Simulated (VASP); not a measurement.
# CuP (Fm-3m) in VASP: equation of state

How stiff is CuP in PBE, and what volume does it want? The cell is scaled to several volumes.

Program: VASP 6.6.1. These are calculated values, not measurements. Logs are shortened: lines on timing, memory, paths and dates and some standing lists are left out, and cuts for length are marked.

### 1 The structure

Symmetry: Fm-3m, No. 225, cubic system. Conventional cell: a = 4.846 Å, b = 4.846 Å, c = 4.846 Å, α = 90.00°, β = 90.00°, γ = 90.00°. Cu (site symmetry m-3m) is surrounded by 6 P at 2.42 Å. Around P (site symmetry m-3m) lie 6 Cu at 2.42 Å.

The cell was built by a generator and needn't be a form met in nature.

### 2 Equation of state, PBE, 13.37 Å³/atom (volume scaled by 0.94)

File INCAR:

```
SYSTEM = CuP
ALGO = Normal ; EDIFF = 1E-7
ENCUT = 520 ; GGA = PE
ISIF = 2 ; ISMEAR = -1
LASPH = .True. ; LCHARG = .False.
LREAL = .False. ; LWAVE = .False.
NBANDS = 15 ; NELM = 60
PREC = Accurate ; SIGMA = 0.05
```

File KPOINTS:

```
k-points
0
Gamma
  9 9 9
  0 0 0
```

File POSCAR:

```
CuP
1.0
    0.0000000000      2.3735273456      2.3735273456
    2.3735273456      0.0000000000      2.3735273456
    2.3735273456      2.3735273456      0.0000000000
Cu P
1 1
Direct
    0.5000000000      0.5000000000      0.5000000000
    0.0000000000      0.0000000000      0.0000000000
```

Potentials or basis: VASP PAW PBE potentials, release 64 (Cu, P).

Run with:

```sh
$ cat potpaw_PBE.64/Cu/POTCAR potpaw_PBE.64/P/POTCAR > POTCAR
$ mpirun -np 1 vasp_std > vasp.out
```

OUTCAR:

```text
SYSTEM = CuP
   EDIFF = 1E-7
   ENCUT = 520
   GGA = PE
   ISIF = 2
   ISMEAR = -1
   LASPH = .True.
   LREAL = .False.
   NELM = 60
   PREC = Accurate

 Found     35 irreducible k-points:

 Following reciprocal coordinates:
            Coordinates               Weight
  0.000000  0.000000  0.000000      1.000000
  0.111111  0.000000  0.000000      8.000000
  0.222222  0.000000  0.000000      8.000000
  0.333333  0.000000  0.000000      8.000000
  0.444444  0.000000  0.000000      8.000000
  0.111111  0.111111  0.000000      6.000000
   k-points           NKPTS =     35   k-points in BZ     NKDIM =     35   number of bands    NBANDS=     15
   number of dos      NEDOS =    301   number of ions     NIONS =      2
   total plane-waves  NPLWV =  21952
   dimension x,y,z NGX =    28 NGY =   28 NGZ =   28
   dimension x,y,z NGXF=    56 NGYF=   56 NGZF=   56
   ions per type =               1   1
   NGX,Y,Z   is equivalent  to a cutoff of  13.87, 13.87, 13.87 a.u.
   NGXF,Y,Z  is equivalent  to a cutoff of  27.74, 27.74, 27.74 a.u.
 SYSTEM =  CuP
   PREC   = accura    normal or accurate (medium, high low for compatibility)
   ISTART =      0    job   : 0-new  1-cont  2-samecut
   ICHARG =      2    charge: 1-file 2-atom 10-const
   ISPIN  =      1    spin polarized calculation?
   LNONCOLLINEAR =      F non collinear calculations
   LSORBIT =      F    spin-orbit coupling
   LASPH  =      T    aspherical Exc in radial PAW
   ENCUT  =  520.0 eV  38.22 Ry    6.18 a.u.   6.24  6.24  6.24*2*pi/ulx,y,z
   NELM   =     60;   NELMIN=  2; NELMDL= -5     # of ELM steps
   EDIFF  = 0.1E-06   stopping-criterion for ELM
   LREAL  =      F    real-space projection
   EDIFFG = 0.1E-05   stopping-criterion for IOM
   NSW    =      0    number of steps for IOM
   IBRION =     -1    ionic relax: 0-MD 1-quasi-New 2-CG
   NFREE  =      0    steps in history (QN), initial steepest desc. (CG)
   ISIF   =      2    stress and relaxation
   ISYM   =      2    0-nonsym 1-usesym 2-fastsym
   POTIM  = 0.5000    time-step for ionic-motion
   TEBEG  =    0.0;   TEEND  =   0.0 temperature during run
   PSTRESS=    0.0 pullay stress
   NELECT =      16.0000    total number of electrons
   NUPDOWN=      -1.0000    fix difference up-down
   EMIN   =  10.00;   EMAX   =-10.00  energy-range for DOS
   EFERMI =   0.00;   METHOD = LEGACY
   ISMEAR =    -1;   SIGMA  =   0.05  broadening in eV -4-tet -1-fermi 0-gaus
   EFERMI_NEDOS =   21; number of points for ismear=-14 and -15
   IALGO  =     38    algorithm
   IMIX   =      4    mixing-type and parameters
     AMIX     =   0.40;   BMIX     =  1.00
     AMIX_MAG =   1.60;   BMIX_MAG =  1.00
  volume/ion in A,a.u.               =      13.37        90.24
  Fermi-wavevector in a.u.,A,eV,Ry     =   1.379465  2.606810 25.890837  1.902923
  Thomas-Fermi vector in A             =   2.504432
   LORBIT       =      0    0 simple, 1 ext, 2 COOP (PROOUT), +10 PAW based schemes
   GGA     = PE    functional components
   LHFCALC =     F    Hartree Fock is set to
   AEXX    =    0.0000 exact exchange contribution
   IVDW    =     0    specifies the selected vdW correction
   LEPSILON=     F    determine dielectric tensor
   LRPA    =     F    only Hartree local field effects (RPA)
 non-spin polarized calculation
  energy-cutoff  :      520.00
  volume of cell :       26.74
 maximum number of plane-waves:       745
 NGX is ok and might be reduce to    28
   NGX = 13   NGY = 13   NGZ = 13

 number of electron      16.0000012 magnetization

 Free energy of the ion-electron system (eV)
  ---------------------------------------------------
  ext. energy  EPLUGINS =         0.00000000
  ---------------------------------------------------
  free energy    TOTEN  =        -8.66435442 eV

  energy without entropy =       -8.65696659  energy(sigma->0) =       -8.66066050

 E-fermi :   8.3344     XC(G=0): -11.8526

 val. band max:        8.2294840843   @ k =  -0.4444   0.2222   0.1111
 cond. band min:       8.3986899240   @ k =   0.2222   0.2222   0.0000
 fundamental gap:      0.1692058397
 Fermi energy:         8.3343769024

 k-point     1 :       0.0000    0.0000    0.0000
  band No.  band energies     occupation
      1      -5.4266      2.00000
      2       4.5601      2.00000
      3       4.5601      2.00000
      4       4.6029      2.00000
      5       4.6029      2.00000
      6       4.6029      2.00000
      7       9.6163      0.00000
      8       9.6163      0.00000
      9       9.6163      0.00000
     10      15.9814      0.00000
     11      17.7674      0.00000
     12      17.7674      0.00000
     13      17.7674      0.00000
     14      20.7364      0.00000
     15      21.6405      0.00000

 k-point     2 :       0.1111    0.0000    0.0000
  band No.  band energies     occupation
      1      -5.2088      2.00000
      2       4.4401      2.00000
      3       4.4401      2.00000
      4       4.4924      2.00000
      5       4.6531      2.00000
      6       4.6531      2.00000
      7       8.5867      0.01279
      8       9.7635      0.00000
      9       9.7635      0.00000
     10      16.2861      0.00000
     11      17.5108      0.00000
     12      17.8582      0.00000
     13      17.8582      0.00000
     14      19.9057      0.00000
     15      19.9057      0.00000

 k-point     3 :       0.2222    0.0000    0.0000
  band No.  band energies     occupation
      1      -4.5707      2.00000
      2       3.9774      2.00000
      3       4.1507      2.00000
      4       4.1507      2.00000
      5       4.7990      2.00000
      6       4.7990      2.00000
      7       6.8423      2.00000
      8      10.1354      0.00000
      9      10.1354      0.00000
     10      15.1410      0.00000
     11      16.8927      0.00000
     12      16.8927      0.00000
     13      19.3317      0.00000
     14      19.8099      0.00000
     15      19.8099      0.00000

 k-point     4 :       0.3333    0.0000    0.0000
  band No.  band energies     occupation
      1      -3.5803      2.00000
      2       2.6353      2.00000
      3       3.8592      2.00000
      4       3.8592      2.00000
      5       4.9747      2.00000
      6       4.9747      2.00000
      7       5.8824      2.00000
      8      10.6068      0.00000
      9      10.6068      0.00000
     10      14.1196      0.00000
     11      15.3732      0.00000
     12      15.3732      0.00000
     13      20.3857      0.00000
     14      21.2549      0.00000
     15      21.2549      0.00000

 k-point     5 :       0.4444    0.0000    0.0000
  band No.  band energies     occupation
      1      -2.5233      2.00000
      2       1.1401      2.00000
      3       3.6858      2.00000
      4       3.6858      2.00000
      5       5.0951      2.00000
      6       5.0951      2.00000
      7       5.6252      2.00000
      8      11.0088      0.00000
      9      11.0088      0.00000
     10      13.5601      0.00000
     11      14.3786      0.00000
     12      14.3786      0.00000
     13      20.2408      0.00000
     14      22.8615      0.00000
     15      22.8615      0.00000

 k-point     6 :       0.1111    0.1111    0.0000
  band No.  band energies     occupation
      1      -5.1378      2.00000
      2       4.2662      2.00000
      3       4.5375      2.00000
      4       4.5888      2.00000
      5       4.6094      2.00000
      6       4.6094      2.00000
      7       9.2220      0.00000
      8       9.2653      0.00000
      9       9.2653      0.00000
     10      16.6299      0.00000
     11      17.0255      0.00000
     12      17.9718      0.00000
     13      18.1347      0.00000
     14      18.1347      0.00000
     15      21.8504      0.00000

 [... further k-points ...]

------------------------ aborting loop because EDIFF is reached ----------------------------------------

  FORCE on cell =-STRESS in cart. coord.  units (eV):
  Direction    XX          YY          ZZ          XY          YZ          ZX
  --------------------------------------------------------------------------------------
  -------------------------------------------------------------------------------------
  Total        1.3794793      1.3794793      1.3794793      0.0000000      0.0000000     -0.0000000
  in kB       82.6443282     82.6443282     82.6443282      0.0000000      0.0000000     -0.0000000
  external PRESSURE =      82.6443282 kB  Pullay stress =       0.0000000 kB

 VOLUME and BASIS-vectors are now :
 -----------------------------------------------------------------------------
  energy-cutoff  :      520.00
  volume of cell :       26.74
      direct lattice vectors                 reciprocal lattice vectors
     0.000000000  2.373527346  2.373527346    -0.210656937  0.210656937  0.210656937
     2.373527346  0.000000000  2.373527346     0.210656937 -0.210656937  0.210656937
     2.373527346  2.373527346  0.000000000     0.210656937  0.210656937 -0.210656937

 POSITION                                       TOTAL-FORCE (eV/Angst)
 -----------------------------------------------------------------------------------
      2.37353      2.37353      2.37353        -0.000000     -0.000000     -0.000000
      0.00000      0.00000      0.00000         0.000000      0.000000      0.000000
 -----------------------------------------------------------------------------------
    total drift:                                0.000000      0.000000      0.000000

  FREE ENERGIE OF THE ION-ELECTRON SYSTEM (eV)
  ---------------------------------------------------
  free  energy   TOTEN  =        -8.6643544219 eV

  energy  without entropy=       -8.6569665855  energy(sigma->0) =       -8.66066050
```

Wall time 10 s (1 thread of Intel Xeon 6975P-C (Granite Rapids), shared host); peak memory 0.16 GiB.

What came out:

```yaml
Free_energy: -8.6644 eV
Pressure: 8.3 GPa
Band_gap_on_the_k_mesh: none (metal or under the smearing width)
```

### 3 Equation of state, PBE, 13.66 Å³/atom (volume scaled by 0.96)

File INCAR:

```
SYSTEM = CuP
PREC = Accurate ; ENCUT = 520
EDIFF = 1E-7 ; ISMEAR = -1
SIGMA = 0.05 ; LREAL = .FALSE.
LASPH = .TRUE. ; NELM = 60
ALGO = Normal ; ISIF = 2
LWAVE = .FALSE. ; LCHARG = .FALSE.
GGA = PE ; NBANDS = 15
```

File KPOINTS:

```
Automatic mesh
0
G
  9 9 9
  0 0 0
```

File POSCAR:

```
CuP
1.0
    0.0000000000      2.3902428776      2.3902428776
    2.3902428776      0.0000000000      2.3902428776
    2.3902428776      2.3902428776      0.0000000000
Cu P
1 1
Direct
    0.5000000000      0.5000000000      0.5000000000
    0.0000000000      0.0000000000      0.0000000000
```

Potentials or basis: VASP PAW PBE potentials, release 64 (Cu, P).

Run with:

```sh
$ cat potpaw_PBE.64/Cu/POTCAR potpaw_PBE.64/P/POTCAR > POTCAR
$ mpirun -np 1 vasp_std > vasp.out
```

It took 10 s on 1 thread of Intel Xeon 6975P-C (Granite Rapids), shared host; peak memory 0.16 GiB.

Results (log left out):

```yaml
Free_energy: -8.6884 eV
Pressure: 5.2 GPa
Band_gap_on_the_k_mesh: none (metal or under the smearing width)
```

### 4 Equation of state, PBE, 13.94 Å³/atom (volume scaled by 0.98)

File INCAR:

```
SYSTEM = CuP
PREC = Accurate
ENCUT = 520
EDIFF = 1E-7
ISMEAR = -1
SIGMA = 0.05
LREAL = .FALSE.
LASPH = .TRUE.
NELM = 100
ALGO = Normal
ISIF = 2
LWAVE = .FALSE.
LCHARG = .FALSE.
GGA = PE
NBANDS = 15
```

File KPOINTS:

```
regular mesh
0
G
  9 9 9
  0 0 0
```

File POSCAR:

```
CuP
1.0
    0.0000000000      2.4067278322      2.4067278322
    2.4067278322      0.0000000000      2.4067278322
    2.4067278322      2.4067278322      0.0000000000
Cu P
1 1
Direct
    0.5000000000      0.5000000000      0.5000000000
    0.0000000000      0.0000000000      0.0000000000
```

Run with:

```sh
$ cat potpaw_PBE.64/Cu/POTCAR potpaw_PBE.64/P/POTCAR > POTCAR
$ mpirun -np 1 vasp_std > vasp.out
```

Wall time 11 s (1 thread of Intel Xeon 6975P-C (Granite Rapids), shared host); peak memory 0.15 GiB.

The run converged. Its results:

| Item | Value |
| --- | --- |
| Free energy | -8.7020 eV |
| Pressure | 2.4 GPa |
| Band gap on the k mesh | none (metal or under the smearing width) |

### 5 Equation of state, PBE, 14.51 Å³/atom (volume scaled by 1.02)

File INCAR:

```
SYSTEM = CuP
PREC = Accurate
ENCUT = 520
EDIFF = 1E-7
ISMEAR = -1
SIGMA = 0.05
LREAL = .False.
LASPH = .True.
NELM = 80
ALGO = Normal
ISIF = 2
LWAVE = .False.
LCHARG = .False.
GGA = PE
NBANDS = 15
```

File KPOINTS:

```
regular mesh
0
Gamma
  9 9 9
  0 0 0
```

File POSCAR:

```
CuP
1.0
    0.0000000000      2.4390367590      2.4390367590
    2.4390367590      0.0000000000      2.4390367590
    2.4390367590      2.4390367590      0.0000000000
Cu P
1 1
Direct
    0.5000000000      0.5000000000      0.5000000000
    0.0000000000      0.0000000000      0.0000000000
```

Run with:

```sh
$ cat potpaw_PBE.64/Cu/POTCAR potpaw_PBE.64/P/POTCAR > POTCAR
$ mpirun -np 1 vasp_std > vasp.out
```

Wall time 11 s (1 thread of Intel Xeon 6975P-C (Granite Rapids), shared host); peak memory 0.15 GiB.

It converged, with:

```yaml
Free_energy: -8.7025 eV
Pressure: -2.3 GPa
Band_gap_on_the_k_mesh: none (metal or under the smearing width)
```

(Continued in part 2 of 2.)
